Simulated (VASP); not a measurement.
Here is the system:

```yaml
crystal:
  lattice:
    - [0.00000, 3.62373, 3.62373]
    - [3.62373, 0.00000, 3.62373]
    - [3.62373, 3.62373, 0.00000]
  atoms:
    - { symbol: Na, position: [0.25000, 0.25000, 0.25000] }
    - { symbol: Na, position: [0.75000, 0.75000, 0.75000] }
    - { symbol: Te, position: [0.00000, 0.00000, 0.00000] }
```

Calculation: PBEsol GGA, VASP's PBE PAW potentials (set 64) (plane waves; VASP). Run with 400 eV cut-off, 6×6×6 Γ-centred mesh, tetrahedra with Blöchl corrections, potentials Na_pv Te.

Unless said otherwise, spin-orbit coupling is left out, though it shifts the bands of the heavy elements here.

What does the run give for the energy per atom (σ→0), band gap (on the k-mesh) with the smallest direct gap where there is one?

```
Item                                         Result
-----------------------------------  --------------
band gap (on the k-mesh)                    2.01 eV
smallest direct gap (on the k-mesh)         2.01 eV
energy per atom (σ→0)                -3007 meV/atom
```

Only differences to runs with the same potentials and settings are physical.

The structure comes from a computed database's Na2Te entry (Fm-3m); how it stands against other phases isn't given here. It was relaxed first.
